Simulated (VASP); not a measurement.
# KNbF3 (Pm-3m) in VASP: single point with r2SCAN

Aim: the single point of KNbF3 with r2SCAN.

Everything below comes from runs of VASP 6.6.1. Logs are shortened: lines on timing, memory, paths and dates and some standing lists are left out, and cuts for length are marked.

**1. Starting point**

Symmetry: Pm-3m, No. 221, cubic system. Conventional cell: a = 4.214 Å, b = 4.214 Å, c = 4.214 Å, α = 90.00°, β = 90.00°, γ = 90.00°. Nb (site symmetry m-3m) has 6 F at 2.11 Å as nearest neighbours. F (site symmetry 4/mmm) is surrounded by 2 Nb at 2.11 Å. K (site symmetry m-3m) is surrounded by 12 F at 2.98 Å.

The cell was built by a generator and needn't be a form met in nature.

**2. Single point, r2SCAN**

File POSCAR:

```
KNbF3
1.0
    4.2136789800      0.0000000000      0.0000000000
    0.0000000000      4.2136789800      0.0000000000
    0.0000000000      0.0000000000      4.2136789800
Nb F K
1 3 1
Direct
    0.5000000000      0.5000000000      0.5000000000
    0.5000000000      0.5000000000      0.0000000000
    0.0000000000      0.5000000000      0.5000000000
    0.5000000000      0.0000000000      0.5000000000
    0.0000000000      0.0000000000      0.0000000000
```

File INCAR.step1:

```
SYSTEM = KNbF3
ALGO     = Normal         ! electronic algorithm
EDIFF    = 1E-4           ! SCF threshold, eV
ENCUT    = 520            ! plane-wave cutoff, eV
GGA      = PE             ! functional
ISMEAR   = -1             ! smearing method
LASPH    = .TRUE.         ! aspherical terms in the spheres
LCHARG   = .FALSE.        ! write CHGCAR
LREAL    = .FALSE.        ! projectors in reciprocal space
LWAVE    = .TRUE.         ! write WAVECAR
NBANDS   = 30             ! bands
NELM     = 100            ! most SCF steps
PREC     = Accurate       ! precision mode
SIGMA    = 0.0237         ! smearing width, eV
```

File INCAR.step2:

```
SYSTEM = KNbF3
ALGO     = Normal         ! electronic algorithm
EDIFF    = 1E-7           ! SCF threshold, eV
ENCUT    = 520            ! plane-wave cutoff, eV
ISIF     = 2              ! what is computed and relaxed
ISMEAR   = -1             ! smearing method
ISTART   = 1            
LASPH    = .TRUE.         ! aspherical terms in the spheres
LCHARG   = .TRUE.         ! write CHGCAR
LELF     = .TRUE.         ! ELF
LMIXTAU  = .TRUE.       
LREAL    = .FALSE.        ! projectors in reciprocal space
LVHAR    = .TRUE.       
LWAVE    = .FALSE.        ! write WAVECAR
METAGGA  = R2SCAN         ! meta-GGA
NBANDS   = 30             ! bands
NELM     = 100            ! most SCF steps
PREC     = Accurate       ! precision mode
SIGMA    = 0.0237         ! smearing width, eV
```

File KPOINTS:

```
k-points
0
G
  8 8 8
  0 0 0
```

Potentials or basis: VASP PAW PBE potentials, release 64 (Nb_sv, F, K_sv).

The run is started by

```sh
cat potpaw_PBE.64/Nb_sv/POTCAR potpaw_PBE.64/F/POTCAR potpaw_PBE.64/K_sv/POTCAR > POTCAR
cp INCAR.step1 INCAR
mpirun -np 1 vasp_std > vasp.out
cp INCAR.step2 INCAR
mpirun -np 1 vasp_std > vasp.out
```

OUTCAR:

```text
SYSTEM = KNbF3
   EDIFF = 1E-7
   ENCUT = 520
   ISIF = 2
   ISMEAR = -1
   ISTART = 1
   LASPH = .TRUE.
   LREAL = .FALSE.
   METAGGA = R2SCAN
   NELM = 100
   PREC = Accurate

 ion  position               nearest neighbor table
   1  0.500  0.500  0.500-   2 2.11   3 2.11   4 2.11   2 2.11   4 2.11   3 2.11
   2  0.500  0.500  0.000-   1 2.11   1 2.11
   3  0.000  0.500  0.500-   1 2.11   1 2.11
   4  0.500  0.000  0.500-   1 2.11   1 2.11
   5  0.000  0.000  0.000-

  LATTYP: Found a simple cubic cell.
 ALAT       =     4.2136789800

  Lattice vectors:

 A1 = (   4.2136789800,   0.0000000000,   0.0000000000)
 A2 = (   0.0000000000,   4.2136789800,   0.0000000000)
 A3 = (   0.0000000000,   0.0000000000,   4.2136789800)

Analysis of symmetry for initial positions (statically):
=====================================================================
 Subroutine PRICEL returns:
 Original cell was already a primitive cell.

 Routine SETGRP: Setting up the symmetry group for a
 simple cubic supercell.

 Subroutine GETGRP returns: Found 48 space group operations
 (whereof 48 operations were pure point group operations)
 out of a pool of 48 trial point group operations.

The static configuration has the point symmetry O_h .

Analysis of symmetry for dynamics (positions and initial velocities):
=====================================================================
 Subroutine PRICEL returns:
 Original cell was already a primitive cell.

 Routine SETGRP: Setting up the symmetry group for a
 simple cubic supercell.

 Subroutine GETGRP returns: Found 48 space group operations
 (whereof 48 operations were pure point group operations)
 out of a pool of 48 trial point group operations.

The dynamic configuration has the point symmetry O_h .

 Subroutine INISYM returns: Found 48 space group operations
 (whereof 48 operations are pure point group operations),
 and found     1 'primitive' translations

----------------------------------------------------------------------------------------

                                     Primitive cell

  volume of cell :      74.8143

  direct lattice vectors                    reciprocal lattice vectors
     4.213678980  0.000000000  0.000000000     0.237322303  0.000000000  0.000000000
     0.000000000  4.213678980  0.000000000     0.000000000  0.237322303  0.000000000
     0.000000000  0.000000000  4.213678980     0.000000000  0.000000000  0.237322303

  length of vectors
     4.213678980  4.213678980  4.213678980     0.237322303  0.237322303  0.237322303

  position of ions in fractional coordinates (direct lattice)
     0.500000000  0.500000000  0.500000000
     0.500000000  0.500000000  0.000000000
     0.000000000  0.500000000  0.500000000
     0.500000000  0.000000000  0.500000000
     0.000000000  0.000000000  0.000000000

  ion indices of the primitive-cell ions
   primitive index   ion index
                 1           1
                 2           2
                 3           3
                 4           4
                 5           5

----------------------------------------------------------------------------------------

 KPOINTS: k-points

Automatic generation of k-mesh.
 Grid dimensions read from file:
 generate k-points for:    8    8    8

 Generating k-lattice:

  Cartesian coordinates                     Fractional coordinates (reciprocal lattice)
     0.029665288  0.000000000  0.000000000     0.125000000  0.000000000  0.000000000
     0.000000000  0.029665288  0.000000000     0.000000000  0.125000000  0.000000000
     0.000000000  0.000000000  0.029665288     0.000000000  0.000000000  0.125000000

  Length of vectors
     0.029665288  0.029665288  0.029665288

  Shift w.r.t. Gamma in fractional coordinates (k-lattice)
     0.000000000  0.000000000  0.000000000

 Subroutine IBZKPT returns following result:
 ===========================================

 Found     35 irreducible k-points:

 Following reciprocal coordinates:
            Coordinates               Weight
  0.000000  0.000000  0.000000      1.000000
  0.125000  0.000000  0.000000      6.000000
  0.250000  0.000000  0.000000      6.000000
  0.375000  0.000000  0.000000      6.000000
  0.500000  0.000000  0.000000      3.000000
  0.125000  0.125000  0.000000     12.000000
[... 16 lines left out ...]
  0.375000  0.375000  0.125000     24.000000
  0.500000  0.375000  0.125000     24.000000
 [... further k-points ...]
   k-points           NKPTS =     35   k-points in BZ     NKDIM =     35   number of bands    NBANDS=     30
   number of dos      NEDOS =    301   number of ions     NIONS =      5
   total plane-waves  NPLWV =  32768
   dimension x,y,z NGX =    32 NGY =   32 NGZ =   32
   dimension x,y,z NGXF=    64 NGYF=   64 NGZF=   64
   ions per type =               1   3   1
   NGX,Y,Z   is equivalent  to a cutoff of  12.63, 12.63, 12.63 a.u.
   NGXF,Y,Z  is equivalent  to a cutoff of  25.25, 25.25, 25.25 a.u.
 SYSTEM =  KNbF3
   PREC   = accura    normal or accurate (medium, high low for compatibility)
   ISTART =      1    job   : 0-new  1-cont  2-samecut
   ICHARG =      0    charge: 1-file 2-atom 10-const
   ISPIN  =      1    spin polarized calculation?
   LNONCOLLINEAR =      F non collinear calculations
   LSORBIT =      F    spin-orbit coupling
   LASPH  =      T    aspherical Exc in radial PAW
   ENCUT  =  520.0 eV  38.22 Ry    6.18 a.u.   7.83  7.83  7.83*2*pi/ulx,y,z
   NELM   =    100;   NELMIN=  2; NELMDL=  0     # of ELM steps
   EDIFF  = 0.1E-06   stopping-criterion for ELM
   LREAL  =      F    real-space projection
   EDIFFG = 0.1E-05   stopping-criterion for IOM
   NSW    =      0    number of steps for IOM
   IBRION =     -1    ionic relax: 0-MD 1-quasi-New 2-CG
   NFREE  =      0    steps in history (QN), initial steepest desc. (CG)
   ISIF   =      2    stress and relaxation
   ISYM   =      2    0-nonsym 1-usesym 2-fastsym
   POTIM  = 0.5000    time-step for ionic-motion
   TEBEG  =    0.0;   TEEND  =   0.0 temperature during run
   PSTRESS=    0.0 pullay stress
   NELECT =      43.0000    total number of electrons
   NUPDOWN=      -1.0000    fix difference up-down
   EMIN   =  10.00;   EMAX   =-10.00  energy-range for DOS
   EFERMI =   0.00;   METHOD = LEGACY
   ISMEAR =    -1;   SIGMA  =   0.02  broadening in eV -4-tet -1-fermi 0-gaus
   EFERMI_NEDOS =   21; number of points for ismear=-14 and -15
   IALGO  =     38    algorithm
   IMIX   =      4    mixing-type and parameters
     AMIX     =   0.40;   BMIX     =  1.00
     AMIX_MAG =   1.60;   BMIX_MAG =  1.00
  volume/ion in A,a.u.               =      14.96       100.97
  Fermi-wavevector in a.u.,A,eV,Ry     =   1.361140  2.572182 25.207551  1.852703
  Thomas-Fermi vector in A             =   2.487742
   LORBIT       =      0    0 simple, 1 ext, 2 COOP (PROOUT), +10 PAW based schemes
   METAGGA = R2SCAN    functional components
   LHFCALC =     F    Hartree Fock is set to
   AEXX    =    0.0000 exact exchange contribution
   IVDW    =     0    specifies the selected vdW correction
   LEPSILON=     F    determine dielectric tensor
   LRPA    =     F    only Hartree local field effects (RPA)
 non-spin polarized calculation
  energy-cutoff  :      520.00
  volume of cell :       74.81
 maximum number of plane-waves:      2040
 NGX is ok and might be reduce to    32
   NGX = 15   NGY = 15   NGZ = 15

 number of electron      42.9999966 magnetization

 Free energy of the ion-electron system (eV)
  ---------------------------------------------------
  ext. energy  EPLUGINS =         0.00000000
  ---------------------------------------------------
  free energy    TOTEN  =       -51.46900713 eV

  energy without entropy =      -51.45004056  energy(sigma->0) =      -51.45952384

 E-fermi :   6.7844     XC(G=0): -10.3485

 val. band max:        6.7814709424   @ k =   0.3750   0.3750   0.1250
 cond. band min:       6.7926025346   @ k =   0.3750   0.1250   0.0000
 fundamental gap:      0.0111315922
 Fermi energy:         6.7844293652

 k-point     1 :       0.0000    0.0000    0.0000
  band No.  band energies     occupation
      1     -51.1242      2.00000
      2     -27.9415      2.00000
      3     -26.7007      2.00000
      4     -26.7007      2.00000
      5     -26.7007      2.00000
      6     -22.4140      2.00000
[... 22 lines left out ...]
     29      12.5326      0.00000
     30      12.5326      0.00000

 k-point     2 :       0.1250    0.0000    0.0000
  band No.  band energies     occupation
      1     -51.1238      2.00000
      2     -27.9409      2.00000
      3     -26.7680      2.00000
      4     -26.7001      2.00000
      5     -26.7001      2.00000
      6     -22.3885      2.00000
[... 22 lines left out ...]
     29      12.4266      0.00000
     30      12.4332      0.00000

 k-point     3 :       0.2500    0.0000    0.0000
  band No.  band energies     occupation
      1     -51.1229      2.00000
      2     -27.9400      2.00000
      3     -26.9185      2.00000
      4     -26.6988      2.00000
      5     -26.6988      2.00000
      6     -22.3787      2.00000
[... 22 lines left out ...]
     29      12.1818      0.00000
     30      12.1818      0.00000

 k-point     4 :       0.3750    0.0000    0.0000
  band No.  band energies     occupation
      1     -51.1220      2.00000
      2     -27.9397      2.00000
      3     -27.0545      2.00000
      4     -26.6976      2.00000
      5     -26.6976      2.00000
      6     -22.3807      2.00000
[... 22 lines left out ...]
     29      11.9374      0.00000
     30      11.9376      0.00000

 k-point     5 :       0.5000    0.0000    0.0000
  band No.  band energies     occupation
      1     -51.1216      2.00000
      2     -27.9399      2.00000
      3     -27.1072      2.00000
      4     -26.6971      2.00000
      5     -26.6971      2.00000
      6     -22.3825      2.00000
[... 22 lines left out ...]
     29      11.8326      0.00000
     30      11.8326      0.00000
[... 526 lines left out ...]
     29      11.5433      0.00000
     30      12.0472      0.00000

 k-point    22 :       0.5000    0.2500    0.1250
  band No.  band energies     occupation
      1     -51.1199      2.00000
      2     -27.9290      2.00000
      3     -27.1119      2.00000
      4     -26.9200      2.00000
      5     -26.7642      2.00000
      6     -22.2005      2.00000
[... 22 lines left out ...]
     29      11.6183      0.00000
     30      12.3269      0.00000

 k-point    23 :       0.3750    0.3750    0.1250
  band No.  band energies     occupation
      1     -51.1193      2.00000
      2     -27.9252      2.00000
      3     -27.0607      2.00000
      4     -27.0589      2.00000
      5     -26.7634      2.00000
      6     -22.1951      2.00000
[... 22 lines left out ...]
     29      11.6416      0.00000
     30      12.3252      0.00000

 k-point    24 :       0.5000    0.3750    0.1250
  band No.  band energies     occupation
      1     -51.1189      2.00000
      2     -27.9231      2.00000
      3     -27.1144      2.00000
      4     -27.0606      2.00000
      5     -26.7629      2.00000
      6     -22.1936      2.00000
[... 22 lines left out ...]
     29      11.7836      0.00000
     30      12.5872      0.00000

 [... further k-points ...]

------------------------ aborting loop because EDIFF is reached ----------------------------------------

  FORCE on cell =-STRESS in cart. coord.  units (eV):
  Direction    XX          YY          ZZ          XY          YZ          ZX
  --------------------------------------------------------------------------------------
  -------------------------------------------------------------------------------------
  Total        2.3181152      2.3181152      2.3181152     -0.0000000     -0.0000000      0.0000000
  in kB       49.6433697     49.6433697     49.6433697     -0.0000000     -0.0000000      0.0000000
  external PRESSURE =      49.6433697 kB  Pullay stress =       0.0000000 kB

 VOLUME and BASIS-vectors are now :
 -----------------------------------------------------------------------------
  energy-cutoff  :      520.00
  volume of cell :       74.81
      direct lattice vectors                 reciprocal lattice vectors
     4.213678980  0.000000000  0.000000000     0.237322303  0.000000000  0.000000000
     0.000000000  4.213678980  0.000000000     0.000000000  0.237322303  0.000000000
     0.000000000  0.000000000  4.213678980     0.000000000  0.000000000  0.237322303

 POSITION                                       TOTAL-FORCE (eV/Angst)
 -----------------------------------------------------------------------------------
      2.10684      2.10684      2.10684         0.000000      0.000000      0.000000
      2.10684      2.10684      0.00000         0.000000      0.000000      0.000000
      0.00000      2.10684      2.10684         0.000000      0.000000      0.000000
      2.10684      0.00000      2.10684         0.000000      0.000000      0.000000
      0.00000      0.00000      0.00000         0.000000      0.000000      0.000000
 -----------------------------------------------------------------------------------
    total drift:                                0.000000     -0.000000     -0.000000

  FREE ENERGIE OF THE ION-ELECTRON SYSTEM (eV)
  ---------------------------------------------------
  free  energy   TOTEN  =       -51.4690071285 eV

  energy  without entropy=      -51.4500405555  energy(sigma->0) =      -51.45952384
```

Run time: 4.1 min. Hardware: 1 thread of Intel Xeon Platinum 8375C at 2.90GHz (Ice Lake), shared host; peak memory 0.23 GiB.

Results:

- Free energy: -51.4690 eV
- Pressure: 5.0 GPa
- Band gap on the k mesh: none (metal or under the smearing width)

Levels at points of the mesh, in eV from the Fermi level:
| k point | band 18 | band 19 | band 20 | band 21 | band 22 | band 23 | band 24 | band 25 |
| --- | --- | --- | --- | --- | --- | --- | --- | --- |
| (0.00, 0.00, 0.00) | -8.80 | -8.80 | -8.80 | -1.03 | -1.03 | -1.03 | -0.49 | 1.50 |
| (0.50, 0.00, 0.00) | -9.10 | -8.89 | -8.89 | -0.87 | 0.07 | 0.07 | 1.88 | 1.95 |
| (0.50, 0.50, 0.00) | -9.13 | -9.13 | -8.45 | 0.03 | 0.03 | 0.79 | 2.01 | 4.04 |
| (0.50, 0.50, 0.50) | -8.43 | -8.43 | -8.43 | 0.94 | 0.94 | 0.94 | 3.15 | 3.15 |

Caveat: the PAW data sets were made with another functional, which shifts forces and pressure a little; an odd number of electrons without spin polarisation forces a metal; a magnetic or distorted state may lie lower.
